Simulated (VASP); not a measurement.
VASP input:

### KPOINTS
```
Automatic mesh
0
Gamma
12 12 12
0 0 0
```

**INCAR**
```
SYSTEM=FeAl
PREC=Accurate; ENCUT=520; LREAL=F
LASPH=T
EDIFF=1E-6; NELM=100; ALGO=Normal
LMAXMIX=4
ISMEAR=1; SIGMA=0.1
GGA=PE; IVDW=13
IBRION=2; NSW=60; ISIF=3
EDIFFG=-0.01
LWAVE=F; LCHARG=F
```

POSCAR:
```
FeAl
1
    2.8417237673    -0.0000000000     0.0000000000
   -0.0000000000     2.8417237673    -0.0000000000
   -0.0000000000    -0.0000000000     2.8417237673
Al Fe
1 1
Direct
  0.5000000000   0.5000000000   0.5000000000
  0.0000000000   0.0000000000   0.0000000000
```

POTCAR, in this order: Al Fe (PBE.64 set). Program: vasp_std.

**Question.** Write an equivalent input for Ansatz.

**Answer.** One equivalent input (not run):
Ansatz 0.2 input:
```yaml
crystal:
  lattice:
    - [2.8417238, 0.0000000, 0.0000000]
    - [0.0000000, 2.8417238, 0.0000000]
    - [0.0000000, 0.0000000, 2.8417238]
  atoms:
    - { symbol: Al, position: [0.5000000, 0.5000000, 0.5000000] }
    - { symbol: Fe, position: [0.0000000, 0.0000000, 0.0000000] }
kpoints:
  mp_grid: { grid: [12, 12, 12] }
hamiltonian:
  xc: pbe
  dispersion: d4
  pseudopotentials: { kind: paw }
scf:
  occupations: { method: methfessel_paxton, width: 0.1 }
  max_iter: 100
relax:
  max_steps: 60
  f_tol: 0.01
  cell: {}
output: { forces: true, stress: true, eigenvalues: true }
```
What does not carry over: each code has its own PAW files, so the cut-off isn't converted (ENCUT is set for VASP's; basis.ecutwfc is left out, and Ansatz then takes the one that its files recommend); Ansatz stops its SCF on the density residual and VASP on the energy change (EDIFF).

The compound is FeAl in the CsCl type structure. It was relaxed first, which changed the volume by -7 %. The start is the result of an earlier pass.
